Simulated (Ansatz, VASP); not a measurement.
# ZrTeSe: VASP beside Ansatz, part 2 of 2

One calculation is typed for both programs; each brings its own data sets. How far apart do they land? The structure shown is the start of the Ansatz relaxation below; VASP solves that cell, so the two are compared at the walk's first step.

VASP 6.6.1 and Ansatz 0.2.0.

So far. Step 3 (VASP: single point, PBE, start cell, pair 1): The run ends at a pressure of 0.15 GPa, with forces up to 0.11 eV/Å.

**6. VASP: single point, PBE, start cell, pair 2**

Level of this step: PBE; plane waves and PAW (Zr_sv, Se, Te) (VASP).

The same cell, functional, mesh and smearing now go to VASP, with its own data sets.

INCAR

```
SYSTEM = ZrTeSe
PREC = Accurate
ENCUT = 400
EDIFF = 1E-06
NELM = 120
ISMEAR = 1
SIGMA = 0.2
LREAL = .FALSE.
ALGO = Normal
GGA = PE
NBANDS = 18
LASPH = .TRUE.
LORBIT = 11
LWAVE = .FALSE.
LCHARG = .FALSE.
ISIF = 2
LDIPOL = .TRUE.
IDIPOL = 3
DIPOL = 0.5 0.5 0.332
LVHAR = .TRUE.
GGA_COMPAT = .FALSE.
NELMDL = -8
KPAR = 2
```

POSCAR

```
ZrTeSe
1.0
    3.9278724827      0.0000000000      0.0000000000
   -1.9639362414      3.3679577751      0.0000000000
    0.0000000000      0.0000000000     30.0000000000
Zr Se Te
1 1 1
Direct
    0.0000000000      0.0000000000      0.3367355000
    0.3333333061      0.6666666122      0.3860761000
    0.6666666658      0.3333334546      0.2738550667
```

KPOINTS

```
Automatic mesh
0
Gamma
12 12 1
0 0 0
```

PAW data sets: Zr_sv, Se and Te (PBE family, release 64).

Started as:

```console
$ mpirun -np 2 vasp_std
```

Numbers of over 12 decimals in the logs are rounded to 6 here.

Log:

```text
[... set-up lines as in an earlier step ...]
 entering main loop
       N       E                     dE             d eps       ncg     rms          rms(c)
DAV:   1     0.137558317993E+03    0.13756E+03   -0.87788E+03  2076   0.772E+02
DAV:   2    -0.333878040225E+01   -0.14090E+03   -0.13756E+03  2126   0.185E+02
DAV:   3    -0.194664702441E+02   -0.16128E+02   -0.16080E+02  2936   0.569E+01
DAV:   4    -0.199478310894E+02   -0.48136E+00   -0.48012E+00  2254   0.917E+00
[...]
DAV:  25    -0.185246230166E+02   -0.14408E-05   -0.13718E-08  1352   0.366E-04    0.127E-04
DAV:  26    -0.185246246223E+02   -0.16057E-05   -0.34909E-08  1422   0.431E-04    0.145E-04
DAV:  27    -0.185246248819E+02   -0.25962E-06   -0.24292E-09  1258   0.172E-04
   1 F= -.18524625E+02 E0= -.18525058E+02  d E =0.129885E-02
```

Parts of OUTCAR (step 6):

```text
  Total       -0.6005904     -0.2021247     -0.2598740      0.0000000      0.0937168     -0.0000000
  in kB       -2.4246200     -0.8159896     -1.0491272      0.0000000      0.3783403     -0.0000000
  external PRESSURE =      -1.4299122 kB  Pullay stress =       0.0000000 kB

 POSITION                                       TOTAL-FORCE (eV/Angst)
 -----------------------------------------------------------------------------------
      0.00000      0.00000     10.10207         0.000000     -0.017123      0.004818
     -0.00000      2.24530     11.58228        -0.000000      0.037384     -0.067777
      1.96394      1.12265      8.21565         0.000000     -0.020261      0.062958
 -----------------------------------------------------------------------------------
    total drift:                                0.000070      0.000033      0.000200

  FREE ENERGIE OF THE ION-ELECTRON SYSTEM (eV)
  ---------------------------------------------------
  free  energy   TOTEN  =       -18.5246248819 eV

  energy  without entropy=      -18.5259237362  energy(sigma->0) =      -18.52505783

[... 1 part as in an earlier step ...]

[... 2 further parts left out ...]
[key lines of the parts left out:]
E-fermi :  -2.6607
```

The run ends at a pressure of -0.14 GPa, with forces up to 0.077 eV/Å.

**7. Side by side**

What differs besides the data sets and the points named for the pairs above, as far as they apply: the data sets hold 44 valence electrons in Ansatz (on its PAW soft_1 files) and 24 in VASP. Total energies have different zeros and are not compared.

Forces (eV/Å; atoms numbered as in POSCAR):

| atom | Ansatz x, y, z | VASP x, y, z |
| --- | --- | --- |
| Zr1 | 0.000, -0.017, 0.007 | 0.000, -0.017, 0.005 |
| Se2 | 0.000, 0.037, -0.083 | 0.000, 0.037, -0.068 |
| Te3 | 0.000, -0.020, 0.076 | 0.000, -0.020, 0.063 |

The forces differ by 6.9 meV/Å r.m.s., which is 20.0 % of the r.m.s. force of 0.034 eV/Å (both taken over all components). With vacuum in the cell, a pressure given here is an average over mostly empty space and none of the material.

**8. Ansatz: relaxation, PBE**

The two programs are compared at the cell with which this relaxation starts, whose forces are those of its first step.

The structure compared here is the start of the Ansatz relaxation; VASP solves that cell, so the two are compared at the walk's first step.

input.yaml

```yaml
crystal:
  lattice:
    - [3.8889826561, 0.0, 0.0]
    - [-1.9444913281, 3.4016373528, 0.0]
    - [0.0, 0.0, 30.0]
  atoms:
    - { symbol: Zr, position: [0.0, 0.0, 0.3367355021] }
    - { symbol: Se, position: [0.3333333333, 0.6666666667, 0.3860760934] }
    - { symbol: Te, position: [0.6666666667, 0.3333333333, 0.2738550712] }
  periodic: [true, true, false]
kpoints:
  mp_grid: { grid: [12, 12, 1] }
hamiltonian:
  xc: pbe
  pseudopotentials: { kind: paw, azcp: { folder: soft_1 } }
scf:
  occupations: { method: methfessel_paxton, width: 0.2 }
output:
  forces: true
  stress: true
  eigenvalues: true
relax:
  adjacent_minimum: "off"
  f_tol: 0.001
  max_steps: 60
```

Started as:

```console
$ ansatz run input.yaml --threads 4 --pin off --max-ram 16384MiB --backend cpu --events-out ev --progress --plain --runs-dir out
```

Log:

```text
[...]
Crystal: 3 atoms, lattice volume = 396.867 Å³
Basis set: ecut = 420 eV, 7869 PW (Γ), exchange–correlation on 54×54×432 points (8 copies of the dense FFT grid, shifted against one another)
Bands: 27, of which v1, the nominal top of the filled ones, is band 22 counted from 1 (21 counted from 0)
Symmetry: 2 space group operations
[...]
F+E_penalty+E_count = -16636.36641102 eV   max|allowed force component| = 1.139e-4 eV/Å
  cell:  # Å, volume = 396.8673 Å³
    - [3.8889826561, 2.8581662484522504e-11, 0.0]
    - [-1.944491328075, 3.401637, 0.0]
    - [0.0, 0.0, 30.0]
  atoms:
    - { symbol: Zr, position: [0.000224156, 0.000448313, 0.336759] }
    - { symbol: Se, position: [0.332373, 0.664746, 0.385751] }
    - { symbol: Te, position: [0.667403, 0.334805, 0.274157] }
[key lines of the parts left out:]
SCF converged after 5 iterations
Free energy (F): -16636.366411 eV
Fermi energy:    -4.901959 eV
P = ½ c Tr σ = -0.2995 N/m
```

**9. VASP: single point, PBE, start cell, pair 3**

The same cell, functional, mesh and smearing now go to VASP, with its own data sets.

INCAR is that of step 6.

POSCAR

```
ZrTeSe
1.0
    3.8889826561      0.0000000000      0.0000000000
   -1.9444913281      3.4016373528      0.0000000000
    0.0000000000      0.0000000000     30.0000000000
Zr Se Te
1 1 1
Direct
    0.0000000000      0.0000000000      0.3367355000
    0.3333332988      0.6666665975      0.3860761000
    0.6666665650      0.3333332988      0.2738550667
```

KPOINTS is that of step 6.

Started as:

```console
$ mpirun -np 2 vasp_std
```

Log:

```text
[... set-up lines as in an earlier step ...]
 entering main loop
       N       E                     dE             d eps       ncg     rms          rms(c)
DAV:   1     0.141762586373E+03    0.14176E+03   -0.86361E+03  2052   0.769E+02
DAV:   2    -0.297732921348E+01   -0.14474E+03   -0.14185E+03  2126   0.188E+02
DAV:   3    -0.192318953347E+02   -0.16255E+02   -0.16210E+02  2836   0.579E+01
DAV:   4    -0.199490556857E+02   -0.71716E+00   -0.71560E+00  2334   0.977E+00
[...]
DAV:  25    -0.185246292994E+02   -0.14167E-05   -0.13655E-08  1360   0.368E-04    0.124E-04
DAV:  26    -0.185246308850E+02   -0.15856E-05   -0.33048E-08  1416   0.425E-04    0.136E-04
DAV:  27    -0.185246311711E+02   -0.28607E-06   -0.29323E-09  1272   0.183E-04
   1 F= -.18524631E+02 E0= -.18525063E+02  d E =0.129568E-02
```

From OUTCAR (step 9):

```text
  Total       -0.2040962     -0.5990618     -0.2596545      0.0000000     -0.0914907      0.0000000
  in kB       -0.8239488     -2.4184488     -1.0482410      0.0000000     -0.3693537      0.0000000
  external PRESSURE =      -1.4302129 kB  Pullay stress =       0.0000000 kB

 POSITION                                       TOTAL-FORCE (eV/Angst)
 -----------------------------------------------------------------------------------
      0.00000      0.00000     10.10207        -0.000000      0.015937      0.004855
      0.00000      2.26776     11.58228         0.000000     -0.035963     -0.067718
      1.94449      1.13388      8.21565        -0.000000      0.020026      0.062863
 -----------------------------------------------------------------------------------
    total drift:                                0.000095     -0.000202      0.000206

  FREE ENERGIE OF THE ION-ELECTRON SYSTEM (eV)
  ---------------------------------------------------
  free  energy   TOTEN  =       -18.5246311711 eV

  energy  without entropy=      -18.5259268514  energy(sigma->0) =      -18.52506306

[... 1 part as in an earlier step ...]

[... 2 further parts left out ...]
[key lines of the parts left out:]
E-fermi :  -2.6606
```

The run ends at a pressure of -0.14 GPa, with forces up to 0.077 eV/Å.

**10. Comparison**

What differs besides the data sets and the points named for the pairs above, as far as they apply: the data sets hold 44 valence electrons in Ansatz (on its PAW soft_1 files) and 24 in VASP. Total energies have different zeros and are not compared.

Forces (eV/Å; atoms numbered as in POSCAR):

| atom | Ansatz x, y, z | VASP x, y, z |
| --- | --- | --- |
| Zr1 | 0.000, 0.015, 0.007 | 0.000, 0.016, 0.005 |
| Se2 | 0.000, -0.036, -0.083 | 0.000, -0.036, -0.068 |
| Te3 | 0.000, 0.020, 0.076 | 0.000, 0.020, 0.063 |

The forces differ by 6.9 meV/Å r.m.s., which is 20.2 % of the r.m.s. force of 0.034 eV/Å (both taken over all components). With vacuum in the cell, a pressure given here is an average over mostly empty space and none of the material.

**11. Outcome**

```
r.m.s. force difference (single point, PBE, start cell, pair 1) : 7.4 meV/Å
r.m.s. force difference (single point, PBE, start cell, pair 2) : 6.9 meV/Å
r.m.s. force difference (single point, PBE, start cell, pair 3) : 6.9 meV/Å
```

In words: The r.m.s. force difference is 7.4 meV/Å (single point, PBE, start cell, pair 1), within the 12 meV/Å picked in this series as the mark of a large difference. The data sets hold unlike numbers of valence electrons (44 in Ansatz and 24 in VASP), so part of the differences comes from the potentials. 9 further runs of this series are not shown here. How closely two codes agree says nothing of how well the functional describes the real material.

[Lines on the potential files, build, host, timing and source positions are cut from VASP's logs without a mark.]

[Logs are printed without paths, hosts, clocks, repeated set-up lines and the standing remarks that a program may print on its own settings, such as how far it seeks lower states.]

[Hosts, paths, dates, database ids (printed as entryN), source tags and the programs' standing remarks are cut or masked in the printed files.]
